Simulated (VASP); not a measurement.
Consider the following.

```
TiO2
1.0
    4.51796     0.00000     0.00000
    0.00000     4.51796     0.00000
    0.00000     0.00000     2.90654
Ti O
2 4
Direct
  0.50000   0.50000   0.00000
  0.00000   0.00000   0.50000
  0.69568   0.69568   0.50000
  0.30432   0.30432   0.50000
  0.80432   0.19568   0.00000
  0.19568   0.80432   0.00000
```

The numbers are results of PBE GGA, VASP's PBE PAW potentials (set 64) (plane waves; VASP 6.6.1), not measurements. Run with 400 eV cut-off, 6×6×9 Γ-centred mesh, Fermi-Dirac smearing of 0.020 eV, potentials Ti_sv O.

At this cut-off the stress carries a Pulay error, which pulls relaxed volumes low.

Which forces act on the atoms, in eV/Å?

```json
[
 {"atom": "Ti1", "Fx": "0.000", "Fy": "0.000", "Fz": "0.000"},
 {"atom": "Ti2", "Fx": "0.000", "Fy": "0.000", "Fz": "0.000"},
 {"atom": "O3", "Fx": "0.206", "Fy": "0.206", "Fz": "0.000"},
 {"atom": "O4", "Fx": "-0.206", "Fy": "-0.206", "Fz": "0.000"},
 {"atom": "O5", "Fx": "-0.206", "Fy": "0.206", "Fz": "0.000"},
 {"atom": "O6", "Fx": "0.206", "Fy": "-0.206", "Fz": "0.000"}
]
```

Give the stress tensor in GPa (positive for a compressed cell).

```
11.88   0.00   0.00
 0.00  11.88   0.00
 0.00   0.00  15.15
```
The pressure is its mean diagonal, 12.97 GPa.

The structure comes from a computed database's TiO2 entry; how it stands against other phases isn't given here. The cell was not relaxed at this level.
